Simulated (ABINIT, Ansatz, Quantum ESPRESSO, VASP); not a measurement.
# TiNbB4 (P6/mmm, 6 atoms in the cell) computed with different codes at matched settings

Self-consistent single point.

```yaml
crystal:
  lattice:
    - [3.08703, 0.00000, 0.00000]
    - [-1.54351, 2.67345, 0.00000]
    - [0.00000, 0.00000, 6.59943]
  atoms:
    - { symbol: Ti, position: [0.00000, 0.00000, 0.50000] }
    - { symbol: Nb, position: [0.00000, 0.00000, 0.00000] }
    - { symbol: B, position: [0.33333, 0.66667, 0.74077] }
    - { symbol: B, position: [0.66667, 0.33333, 0.25923] }
    - { symbol: B, position: [0.66667, 0.33333, 0.74077] }
    - { symbol: B, position: [0.33333, 0.66667, 0.25923] }
```

Shared settings, as Ansatz (a program for electronic structure) writes them: kpoints.mp_grid.grid = 6 6 3; scf.occupations.method = fermi_dirac; scf.occupations.width = 0.1 eV. Potentials and cutoffs stand in the table.

```tsv
code	model	pressure (GPa)	largest force (eV/Å)	cutoff
Quantum ESPRESSO	PBEsol, SSSP 1.1.2 efficiency (PBE) pseudopotentials	-10.75	0.095	50 Ry
VASP	PBEsol, VASP's PBE PAW potentials (set 64)	-10.37	0.113	400 eV
ABINIT	PBEsol, norm-conserving pseudopotentials (PseudoDojo nc-sr-04 PBEsol standard)	-9.80	0.097	1143 eV
Ansatz	PBEsol, PAW files made with PBE	-10.35	0.099	default
```

On Ansatz's run: spin polarisation is off.

The spread over the programs that give each value: pressure within 0.95 GPa; largest force within 0.018 eV/Å.

Ansatz's pressure is given at a fixed set of plane waves, as the other plane-wave codes print theirs; with its correction for the finite basis it is -10.23 GPa.

On the base mesh (10 10 4) the same programs gave: Ansatz pressure -10.31 GPa; Quantum ESPRESSO pressure -10.70 GPa; ABINIT pressure -9.75 GPa; VASP pressure -10.34 GPa.

VASP's run is marked for a possible Pulay error in its stress at this cutoff; no cutoff test was made.

The starting cell comes from a database of computed structures (which also holds hypothetical and non-ambient phases and stackings), without a prior relaxation at this level. Its lattice was rescaled by a random factor within 2.5 % of one.

Left out of this page: GPAW, Elk and SIESTA (not drawn, or without a comparable value).

Keys are those of Ansatz 0.2.
